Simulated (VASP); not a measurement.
Level of theory: PBE GGA, VASP's PBE PAW potentials (set 64) (plane waves; VASP).

VASP ran on this input.

File KPOINTS:
```
Automatic mesh
0
Gamma
1 1 1
0 0 0
```

POSCAR:
```
GaSi62
1
   10.9370747000     0.0000000000     0.0000000000
    0.0000000000    10.9370747000     0.0000000000
   -0.0000000000    -0.0000000000    10.9370747000
Si Ga
62 1
Direct
  0.5000000000   0.0000000000   0.0000000000
  0.6250000000   0.1250000000   0.1250000000
  0.7500000000   0.2500000000   0.0000000000
  0.8750000000   0.3750000000   0.1250000000
  0.7500000000   0.0000000000   0.2500000000
  0.8750000000   0.1250000000   0.3750000000
  0.0000000000   0.0000000000   0.0000000000
  0.1250000000   0.1250000000   0.1250000000
  0.2500000000   0.2500000000   0.0000000000
  0.3750000000   0.3750000000   0.1250000000
  0.5000000000   0.5000000000   0.0000000000
  0.6250000000   0.6250000000   0.1250000000
  0.7500000000   0.7500000000   0.0000000000
  0.8750000000   0.8750000000   0.1250000000
  0.2500000000   0.0000000000   0.2500000000
  0.3750000000   0.1250000000   0.3750000000
  0.4967700000   0.2499520000   0.2481930000
  0.7481750000   0.4954650000   0.2507320000
  0.8750000000   0.6250000000   0.3750000000
  0.5000000000   0.0000000000   0.5000000000
  0.6250000000   0.1250000000   0.6250000000
  0.7522980000   0.2490560000   0.4992640000
  0.8750000000   0.3750000000   0.6250000000
  0.7500000000   0.0000000000   0.7500000000
  0.8750000000   0.1250000000   0.8750000000
  0.0000000000   0.5000000000   0.0000000000
  0.1250000000   0.6250000000   0.1250000000
  0.2500000000   0.7500000000   0.0000000000
  0.3750000000   0.8750000000   0.1250000000
  0.0000000000   0.2500000000   0.2500000000
  0.1250000000   0.3750000000   0.3750000000
  0.2500000000   0.5000000000   0.2500000000
  0.3750000000   0.6250000000   0.3750000000
  0.5000000000   0.7500000000   0.2500000000
  0.6250000000   0.8750000000   0.3750000000
  0.0000000000   0.0000000000   0.5000000000
  0.1250000000   0.1250000000   0.6250000000
  0.2500000000   0.2500000000   0.5000000000
  0.3750000000   0.3750000000   0.6250000000
  0.6250000000   0.6250000000   0.6250000000
  0.7500000000   0.7500000000   0.5000000000
  0.8750000000   0.8750000000   0.6250000000
  0.2500000000   0.0000000000   0.7500000000
  0.3750000000   0.1250000000   0.8750000000
  0.5000000000   0.2500000000   0.7500000000
  0.6250000000   0.3750000000   0.8750000000
  0.7500000000   0.5000000000   0.7500000000
  0.8750000000   0.6250000000   0.8750000000
  0.0000000000   0.7500000000   0.2500000000
  0.1250000000   0.8750000000   0.3750000000
  0.0000000000   0.5000000000   0.5000000000
  0.1250000000   0.6250000000   0.6250000000
  0.2500000000   0.7500000000   0.5000000000
  0.3750000000   0.8750000000   0.6250000000
  0.0000000000   0.2500000000   0.7500000000
  0.1250000000   0.3750000000   0.8750000000
  0.2500000000   0.5000000000   0.7500000000
  0.3750000000   0.6250000000   0.8750000000
  0.5000000000   0.7500000000   0.7500000000
  0.6250000000   0.8750000000   0.8750000000
  0.0000000000   0.7500000000   0.7500000000
  0.1250000000   0.8750000000   0.8750000000
  0.4997150000   0.5044750000   0.4982520000
```

**INCAR**
```
ALGO = Fast
EDIFF = 1E-5
EDIFFG = -0.03
ENCUT = 400
GGA = PE
IBRION = 2
ISIF = 2
ISMEAR = 0
ISYM = 0
LASPH = .TRUE.
LCHARG = .FALSE.
LMAXMIX = 4
LREAL = Auto
LWAVE = .TRUE.
NELECT = 252.0
NELM = 100
NELMIN = 4
NSW = 70
PREC = Normal
SIGMA = 0.05
SYSTEM = GaSi62
```

POTCAR, in this order: Si Ga (PBE.64 set). Program: vasp_gam.

The cell is charged, with a uniform compensating background. The supercell is sampled at Γ alone, which is coarse: total energies, pressure and levels can be off, energies of defects by several tenths of an eV.

Question: Estimate the energy per atom (σ→0).

Answer: 
```json
{
  "energy per atom (σ→0)": "-5.146 eV/atom"
}
```

OSZICAR:
```
...
  12 F= -.32423778E+03 E0= -.32420932E+03  d E =-.420320E-02
       N       E                     dE             d eps       ncg     rms          rms(c)
DAV:   1    -0.324238925470E+03   -0.11435E-02   -0.85097E-02   324   0.550E-01    0.125E-01
RMM:   2    -0.324239242599E+03   -0.31713E-03   -0.38073E-03   316   0.140E-01    0.543E-02
RMM:   3    -0.324239292703E+03   -0.50104E-04   -0.72439E-04   322   0.651E-02    0.327E-02
RMM:   4    -0.324239296530E+03   -0.38269E-05   -0.15262E-04   332   0.295E-02    0.249E-02
RMM:   5    -0.324239295010E+03    0.15198E-05   -0.32662E-05   214   0.137E-02
  13 F= -.32423930E+03 E0= -.32421089E+03  d E =-.151106E-02
```

The cell is a supercell with a defect, built from Si (diamond): Ga_Si-vac_Si, charge -1. The run is not spin-polarised, so no state with unpaired spins was tried.
